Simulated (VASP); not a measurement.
The system is PmO.

```
CELL_PARAMETERS angstrom
3.15591 0.00000 0.00000
-1.57796 2.73310 0.00000
0.00000 0.00000 3.08001
ATOMIC_POSITIONS crystal
Pm 0.00000 0.00000 0.00000
O 0.66667 0.33333 0.50000
```

The cell comes from a database or a generator and needn't be the stable form of this composition.

Base run:

```yaml
Program: VASP 6.6.1
Functional: r2SCAN
Potentials_or_basis: VASP PAW PBE potentials, release 64 (Pm, O)
Cutoff: 520 eV
k_mesh: 7 × 7 × 6
Occupations: gaussian, width 0.05 eV
Spin: collinear spin, ferromagnetic start
Starting_moments: "[4.0, 0.0] μB"
Fixed_moment: 0 μB
Hubbard_terms: Pm f U = 5 eV
```

Its results: pressure 34.8 GPa; site moments Pm -0.18; O +0.01 μB.

**Question.** The run is repeated on the same cell with these changes: fixed moment from 0 μB to 4 μB; hubbard terms from Pm f U = 5 eV to Pm f U = 3 eV. What comes out?

**Answer.** Pressure 32.7 GPa; site moments Pm +4.02; O -0.07 μB.

Caveats: the magnetic or orbital state may not be the lowest; a pressure of tens of GPa on the cell as given is suspect, and the run, the potentials or the cell itself is likely at fault; the PAW data sets were made with another functional, which shifts forces and pressure a little; the total moment is fixed, so each spin has its own Fermi level; the moment is held away from its start (some runs).
